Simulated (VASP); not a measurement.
```yaml
crystal:
  lattice:
    - [2.68588, 0.00000, 0.00000]
    - [0.00000, 2.68588, 0.00000]
    - [0.00000, 0.00000, 3.71297]
  atoms:
    - { symbol: Fe, position: [0.00000, 0.00000, 0.00000], spin: 2.9 }
    - { symbol: Pt, position: [0.50000, 0.50000, 0.48653], spin: 0.3 }
```

All values below come from PBEsol GGA, VASP's PBE PAW potentials (set 64) (plane waves; VASP). Run with 480 eV cut-off, 12×12×10 Γ-centred mesh, first-order Methfessel-Paxton smearing of 0.10 eV, potentials Fe Pt.

Give the force on each atom (eV/Å).

```
atom     Fx     Fy      Fz
----  -----  -----  ------
Fe1   0.000  0.000  -0.461
Pt2   0.000  0.000   0.461
```

Give the stress tensor in GPa (positive for a compressed cell).

```
0.37  0.00  0.00
0.00  0.37  0.00
0.00  0.00  0.44
```
The pressure is its mean diagonal, 0.40 GPa.

The compound is FePt in the L1_0 structure. This cell was strained or had an atom moved on purpose.
